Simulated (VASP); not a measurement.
Consider the following.

```xyz
3
Lattice="4.3617 0.0000 0.0000 -2.1808 3.7773 0.0000 0.0000 0.0000 2.6528" Properties=species:S:1:pos:R:3 pbc="T T T"
Pd     0.0000     0.0000     0.0000
Pd     0.0000     2.5182     1.3264
Pd     2.1808     1.2591     1.3264
```

The numbers are results of PBE GGA, VASP's PBE PAW potentials (set 64) (plane waves; VASP), not measurements. Settings: 300 eV cut-off, 9×9×12 Γ-centred mesh, Gaussian smearing of 0.050 eV, potentials Pd.

At this cut-off the stress carries a Pulay error, which pulls relaxed volumes low.

Question: What does the run give for the energy per atom (σ→0), pressure, band gap (on the k-mesh) with the smallest direct gap where there is one?

Answer: 
The band gap (on the k-mesh) is none (metal, semimetal or under 0.01 eV), the energy per atom (σ→0) is -5.068 eV/atom and the pressure comes out as 13.62 GPa.

The absolute energy has meaning only against runs of the same code, potentials and settings.

The structure was generated: Pd was put into an ordered model structure, which need not be its known phase. The cell was not relaxed at this level.
